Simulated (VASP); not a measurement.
Energy against volume of LiF (rock salt). Computed with r2SCAN+rVV10, VASP's PBE PAW potentials (set 64) (plane waves; VASP 6.6.1). Settings: 520 eV cut-off, 11×11×11 Γ-centred mesh, Gaussian smearing of 0.050 eV, potentials Li_sv F.

```csv
V (Å³/atom),E (eV/atom)
7.322,-5.77985
7.556,-5.78696
7.790,-5.78971
8.023,-5.78850
```

Question: Fit these four points and predict the energy of the run at 8.257 Å³/atom.

Answer: A cubic in V^(−2/3), the third-order Birch-Murnaghan form, passes through the four points with V0 = 7.83 Å³/atom and B0 = 89 GPa, and gives -5.7837 eV/atom there. The run gave -5.7840 eV/atom, -0.3 meV/atom from the fit; all five points give B0 = 87 GPa.

The compound is LiF in the rock salt structure. It was relaxed first.
